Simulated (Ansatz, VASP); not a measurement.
# NaSnF3 in two plane-wave programs, part 2 of 3

Wanted: the spread between two codes on one cell, functional and k mesh. The cell is generated by rule, not measured, and may not be a known phase. The cell is taken from a series of runs on this material, whose earlier steps may have relaxed, scaled, displaced or heated it; both programs get it as it stands.

VASP 6.6.1 and Ansatz 0.2.0.

So far: Starting point; Ansatz: zone-centre phonons, LDA.

**3. VASP: zone-centre phonons, LDA**

Level of this step: LDA; plane waves and PAW (Na_pv, Sn_d, F); invented cell (VASP).

The same cell, functional (in two slightly different forms) and mesh now go to VASP, with its own data sets.

Lines of VASP's logs that name or quote its potential files are left out, and so is its time.

INCAR

```
SYSTEM = NaSnF3
PREC = Accurate
ENCUT = 600
EDIFF = 1E-08
NELM = 120
ISMEAR = 0
SIGMA = 0.01
LREAL = .FALSE.
ALGO = Normal
GGA = CA
NBANDS = 27
LORBIT = 11
LWAVE = .FALSE.
LCHARG = .FALSE.
ISIF = 2
IBRION = 8
LEPSILON = .TRUE.
LASPH = .TRUE.
GGA_COMPAT = .FALSE.
EFERMI = MIDGAP
KPAR = 2
```

POSCAR

```
NaSnF3
1.0
    3.4097632721      1.9686277430      2.0561256243
   -3.4097632721      1.9686277430      2.0561256243
    0.0000000000     -3.9372554860      2.0561256243
Na Sn F
1 1 3
Direct
    0.0410939397      0.0410939397      0.0410939397
    0.5391927894      0.5391927894      0.5391927894
    0.4319251763      0.0451548314      0.4319251763
    0.0451548314      0.4319251763      0.4319251763
    0.4319251763      0.4319251763      0.0451548314
```

KPOINTS

```
Automatic mesh
0
Gamma
6 6 6
0 0 0
```

PAW data sets: Na_pv, Sn_d and F (LDA family, release 64).

Command:

```
> mpirun -np 2 vasp_std
```

Output:

```text
[banner, memory and clock lines left out]
running    2 mpi-ranks, on    1 nodes
 distrk:  each k-point on    1 cores,    2 groups
 distr:  one band on    1 cores,    1 groups

 POSCAR found type information on POSCAR NaSnF
 POSCAR found :  3 types and       5 ions
 LDA part: xc-table for (Slater(with rela. corr.)+CA(PZ))
 , standard interpolation
 POSCAR, INCAR and KPOINTS ok, starting setup
 FFT: planning ... GRIDC
 FFT: planning ... GRID_SOFT
 FFT: planning ... GRID
 WAVECAR not read
 entering main loop
       N       E                     dE             d eps       ncg     rms          rms(c)
DAV:   1     0.547046812668E+03    0.54705E+03   -0.22664E+04  1750   0.225E+03
DAV:   2     0.455195865524E+02   -0.50153E+03   -0.48314E+03  1976   0.585E+02
DAV:   3    -0.242273974677E+02   -0.69747E+02   -0.68668E+02  1936   0.204E+02
DAV:   4    -0.270398543369E+02   -0.28125E+01   -0.28043E+01  1984   0.433E+01
DAV:   5    -0.271062904624E+02   -0.66436E-01   -0.66422E-01  1852   0.693E+00    0.908E+00
DAV:   6    -0.247275285545E+02    0.23788E+01   -0.93029E+00  2571   0.270E+01    0.366E+00
DAV:   7    -0.246569049877E+02    0.70624E-01   -0.45715E-01  1743   0.476E+00    0.183E+00
DAV:   8    -0.246050301862E+02    0.51875E-01   -0.78851E-02  2139   0.383E+00    0.312E-01
DAV:   9    -0.246041622826E+02    0.86790E-03   -0.13866E-02  2724   0.171E+00    0.154E-01
DAV:  10    -0.246047854633E+02   -0.62318E-03   -0.44696E-03  1812   0.544E-01    0.502E-02
DAV:  11    -0.246048077486E+02   -0.22285E-04   -0.18509E-04  2113   0.136E-01    0.256E-02
DAV:  12    -0.246048096710E+02   -0.19224E-05   -0.22069E-05  2536   0.434E-02    0.858E-03
DAV:  13    -0.246048098527E+02   -0.18170E-06   -0.37353E-06  2335   0.228E-02    0.223E-03
DAV:  14    -0.246048098823E+02   -0.29609E-07   -0.35773E-07  2187   0.467E-03    0.797E-04
DAV:  15    -0.246048098782E+02    0.40818E-08   -0.48980E-08  1656   0.312E-03
   1 F= -.24604810E+02 E0= -.24604810E+02  d E =0.000000E+00
 Linear response reoptimize wavefunctions to high precision
DAV:   1    -0.246048098788E+02   -0.55570E-09   -0.15846E-08  1823   0.127E-03
DAV:   2    -0.246048098788E+02   -0.41837E-10   -0.50791E-10   864   0.208E-04
 Linear response G [H, r] |phi>, progress :
  Direction:   1
       N       E                     dE             d eps       ncg     rms
 LRF_COMMUTATOR internal error: the vector H(1)-e(1) S(1) |phi(0)> is not orthog
 onal to |phi(0)> (-1.185032511571982E-004,2.080627337086582E-014)
 LRF_COMMUTATOR internal error: the vector H(1)-e(1) S(1) |phi(0)> is not orthog
 onal to |phi(0)> (-1.074968741048322E-004,-1.484229406045756E-014)
RMM:   1    -0.123744817752E+03   -0.12374E+03    0.30058E+02  2171   0.249E+02
 LRF_COMMUTATOR internal error: the vector H(1)-e(1) S(1) |phi(0)> is not orthog
 onal to |phi(0)> (-1.185032511571982E-004,2.080627337086582E-014)
 LRF_COMMUTATOR internal error: the vector H(1)-e(1) S(1) |phi(0)> is not orthog
 onal to |phi(0)> (-1.074968741048322E-004,-1.484229406045756E-014)
RMM:   2    -0.134120311237E+03   -0.10375E+02   -0.60745E+01  3179   0.561E+01
 LRF_COMMUTATOR internal error: the vector H(1)-e(1) S(1) |phi(0)> is not orthog
 onal to |phi(0)> (-1.185032511571982E-004,2.080627337086582E-014)
 LRF_COMMUTATOR internal error: the vector H(1)-e(1) S(1) |phi(0)> is not orthog
 onal to |phi(0)> (-1.074968741048322E-004,-1.484229406045756E-014)
RMM:   3    -0.134166333567E+03   -0.46022E-01   -0.38402E+00  3321   0.150E+01
RMM:   4    -0.134206005884E+03   -0.39672E-01   -0.19593E-01  3469   0.362E+00
RMM:   5    -0.134212953304E+03   -0.69474E-02   -0.27445E-02  3495   0.117E+00
RMM:   6    -0.134214757319E+03   -0.18040E-02   -0.67401E-03  3517   0.417E-01
RMM:   7    -0.134214748316E+03    0.90033E-05   -0.74566E-04  3542   0.156E-01
RMM:   8    -0.134214847690E+03   -0.99375E-04   -0.44765E-04  3568   0.661E-02
RMM:   9    -0.134214818282E+03    0.29409E-04    0.13020E-04  3665   0.272E-02
RMM:  10    -0.134214840266E+03   -0.21985E-04   -0.19643E-05  3649   0.121E-02
RMM:  11    -0.134214840131E+03    0.13577E-06    0.55088E-06  3579   0.546E-03
RMM:  12    -0.134214841853E+03   -0.17220E-05   -0.53873E-06  3333   0.280E-03
RMM:  13    -0.134214841051E+03    0.80143E-06   -0.51381E-07  2796   0.149E-03
RMM:  14    -0.134214841397E+03   -0.34568E-06    0.30498E-07  2252   0.946E-04
RMM:  15    -0.134214841250E+03    0.14712E-06    0.12775E-06  1896   0.690E-04
RMM:  16    -0.134214841279E+03   -0.28746E-07    0.62963E-07  1735   0.577E-04
RMM:  17    -0.134214841292E+03   -0.13526E-07    0.18783E-06  1669   0.516E-04
RMM:  18    -0.134214841256E+03    0.36465E-07    0.77597E-08  1657   0.492E-04
RMM:  19    -0.134214841270E+03   -0.14212E-07    0.32639E-06  1624   0.473E-04
RMM:  20    -0.134214841273E+03   -0.36463E-08   -0.16311E-06  1600   0.478E-04
 Linear response G [H, r] |phi>, progress :
  Direction:   2
       N       E                     dE             d eps       ncg     rms
[...]
RMM:   1    -0.158558335319E+00   -0.15856E+00   -0.36719E-01  7242   0.421E+00
RMM:   2    -0.161921613153E+00   -0.33633E-02   -0.11081E-02 10027   0.609E-01    0.225E-02
RMM:   3    -0.162001354389E+00   -0.79741E-04   -0.43036E-04 10866   0.129E-01    0.948E-03
RMM:   4    -0.162017306329E+00   -0.15952E-04   -0.51091E-05 12865   0.453E-02    0.472E-03
[...]
RMM:   1    -0.216368991078E+00   -0.21637E+00    0.74755E-01  6626   0.116E+01
RMM:   2    -0.221898434405E+00   -0.55294E-02   -0.22105E-02 11313   0.113E+00    0.869E-02
RMM:   3    -0.221498868294E+00    0.39957E-03   -0.13662E-03 11625   0.270E-01    0.440E-02
RMM:   4    -0.221110897730E+00    0.38797E-03   -0.98433E-05 12209   0.833E-02    0.149E-02
RMM:   5    -0.221048369809E+00    0.62528E-04    0.91818E-06 12461   0.258E-02    0.786E-03
RMM:   6    -0.221056530205E+00   -0.81604E-05   -0.57263E-07 12371   0.101E-02    0.354E-03
RMM:   7    -0.221064256369E+00   -0.77262E-05    0.43146E-06 12888   0.346E-03    0.219E-03
RMM:   8    -0.221075423480E+00   -0.11167E-04    0.29061E-07 12532   0.163E-03    0.390E-04
RMM:   9    -0.221074162608E+00    0.12609E-05    0.28841E-07 13121   0.658E-04    0.115E-04
RMM:  10    -0.221074360434E+00   -0.19783E-06    0.20882E-07 12887   0.324E-04    0.351E-05
RMM:  11    -0.221074376462E+00   -0.16028E-07   -0.68628E-08 12976   0.176E-04    0.150E-05
RMM:  12    -0.221074356156E+00    0.20306E-07    0.90214E-08 13028   0.961E-05    0.378E-06
RMM:  13    -0.221074371559E+00   -0.15403E-07    0.18967E-08 13352   0.558E-05    0.304E-06
RMM:  14    -0.221074397526E+00   -0.25967E-07    0.28003E-08 12571   0.341E-05    0.446E-07
RMM:  15    -0.221074399006E+00   -0.14801E-08    0.51551E-09 10907   0.214E-05    0.539E-07
 first order change of Fermi-energy  -0.10704E-04
 force on displaced ion       2 direction 1 :  -4.275   0.000  -0.000
 Born effective charge ion    2 direction 1 :   3.278  -0.000   0.000
 Linear response progress:
  Degree of freedom:   4/  6
       N       E                     dE             d eps       ncg     rms          rms(c)
RMM:   1    -0.219172152166E+00   -0.21917E+00    0.74897E-01  1898   0.115E+01
RMM:   2    -0.224127932244E+00   -0.49558E-02   -0.24208E-02  3236   0.127E+00    0.141E-01
RMM:   3    -0.223404715842E+00    0.72322E-03   -0.17892E-03  3163   0.337E-01    0.801E-02
RMM:   4    -0.222735333526E+00    0.66938E-03   -0.49415E-04  3380   0.154E-01    0.223E-02
RMM:   5    -0.222658765085E+00    0.76568E-04   -0.49486E-05  3584   0.437E-02    0.115E-02
RMM:   6    -0.222690107679E+00   -0.31343E-04   -0.38645E-06  3419   0.179E-02    0.326E-03
RMM:   7    -0.222694985564E+00   -0.48779E-05   -0.82302E-07  3625   0.721E-03    0.229E-03
RMM:   8    -0.222698066052E+00   -0.30805E-05   -0.20770E-07  3574   0.258E-03    0.108E-03
RMM:   9    -0.222699566829E+00   -0.15008E-05   -0.12721E-07  3393   0.132E-03    0.280E-04
RMM:  10    -0.222700282220E+00   -0.71539E-06   -0.70315E-08  3622   0.705E-04    0.434E-05
RMM:  11    -0.222700523759E+00   -0.24154E-06   -0.51576E-08  3574   0.305E-04    0.454E-05
RMM:  12    -0.222700503247E+00    0.20512E-07   -0.84743E-08  3726   0.158E-04    0.288E-05
RMM:  13    -0.222700472273E+00    0.30973E-07   -0.13366E-08  3666   0.928E-05    0.745E-06
RMM:  14    -0.222700505086E+00   -0.32813E-07    0.36092E-08  3372   0.573E-05    0.514E-06
RMM:  15    -0.222700500427E+00    0.46588E-08    0.22459E-08  3442   0.341E-05    0.173E-06
 first order change of Fermi-energy  -0.28447E+01
 force on displaced ion       2 direction 3 :  -0.000   0.000 -14.852
 Born effective charge ion    2 direction 3 :   0.000   0.000   2.637
 Linear response progress:
  Degree of freedom:   5/  6
       N       E                     dE             d eps       ncg     rms          rms(c)
RMM:   1    -0.545593663486E+00   -0.54559E+00    0.55040E-01 12994   0.442E+00
RMM:   2    -0.528064970345E+00    0.17529E-01   -0.14909E-02 10135   0.104E+00    0.109E-01
RMM:   3    -0.529423884098E+00   -0.13589E-02   -0.28695E-03 11838   0.369E-01    0.559E-02
RMM:   4    -0.530614437904E+00   -0.11906E-02   -0.32049E-04 10950   0.112E-01    0.150E-02
RMM:   5    -0.530879159335E+00   -0.26472E-03   -0.54009E-05 12055   0.420E-02    0.729E-03
RMM:   6    -0.530812715072E+00    0.66444E-04   -0.82328E-06 11149   0.166E-02    0.115E-03
RMM:   7    -0.530842089514E+00   -0.29374E-04   -0.18172E-06 12101   0.658E-03    0.699E-04
RMM:   8    -0.530840609499E+00    0.14800E-05   -0.22559E-07 11842   0.259E-03    0.177E-04
RMM:   9    -0.530839213574E+00    0.13959E-05   -0.72149E-08 12232   0.953E-04    0.914E-05
RMM:  10    -0.530839490556E+00   -0.27698E-06   -0.90585E-09 12413   0.354E-04    0.282E-05
RMM:  11    -0.530839910658E+00   -0.42010E-06    0.10745E-08 12359   0.115E-04    0.800E-06
RMM:  12    -0.530839870188E+00    0.40470E-07   -0.17723E-09 12649   0.407E-05    0.395E-06
RMM:  13    -0.530839880015E+00   -0.98262E-08   -0.21870E-09 12429   0.133E-05    0.131E-06
 first order change of Fermi-energy   0.39419E+00
 force on displaced ion       3 direction 1 :  -4.501   1.877   0.862
 Born effective charge ion    3 direction 1 :  -1.840   0.695   0.613
 Linear response progress:
  Degree of freedom:   6/  6
       N       E                     dE             d eps       ncg     rms          rms(c)
RMM:   1    -0.544278955723E+00   -0.54428E+00    0.55009E-01  7681   0.443E+00
RMM:   2    -0.528901701114E+00    0.15377E-01   -0.15390E-02  6094   0.110E+00    0.112E-01
RMM:   3    -0.530283788686E+00   -0.13821E-02   -0.29651E-03  6980   0.379E-01    0.603E-02
RMM:   4    -0.531607223899E+00   -0.13234E-02   -0.42664E-04  6531   0.127E-01    0.131E-02
RMM:   5    -0.531719706158E+00   -0.11248E-03   -0.41992E-05  7352   0.402E-02    0.795E-03
RMM:   6    -0.531663203937E+00    0.56502E-04   -0.55657E-06  6687   0.164E-02    0.204E-03
RMM:   7    -0.531666930342E+00   -0.37264E-05   -0.16780E-06  7317   0.685E-03    0.839E-04
RMM:   8    -0.531665390722E+00    0.15396E-05   -0.32628E-07  7143   0.280E-03    0.448E-04
RMM:   9    -0.531663633987E+00    0.17567E-05   -0.66420E-08  6981   0.125E-03    0.117E-04
RMM:  10    -0.531664413397E+00   -0.77941E-06   -0.38344E-09  7508   0.508E-04    0.541E-05
RMM:  11    -0.531664623195E+00   -0.20980E-06    0.70834E-09  7309   0.170E-04    0.159E-05
RMM:  12    -0.531664593180E+00    0.30015E-07    0.16706E-08  7708   0.636E-05    0.680E-06
RMM:  13    -0.531664635981E+00   -0.42801E-07   -0.16363E-09  7351   0.222E-05    0.238E-06
RMM:  14    -0.531664629732E+00    0.62495E-08    0.17528E-09  7309   0.847E-06    0.767E-07
 first order change of Fermi-energy   0.10216E+01
 force on displaced ion       3 direction 3 :   0.866  -0.500  -4.444
 Born effective charge ion    3 direction 3 :   0.807  -0.466  -1.298
 Born effective charges drift removed
 Linear response finished
```

(Part 2 of 3 ends here.)

[Lines on the potential files, build, host, timing and source positions are cut from VASP's logs without a mark.]

[Logs are printed without paths, hosts, clocks, repeated set-up lines and the standing remarks that a program may print on its own settings, such as how far it seeks lower states.]

[Hosts, paths, dates, database ids (printed as entryN), source tags and the programs' standing remarks are cut or masked in the printed files.]
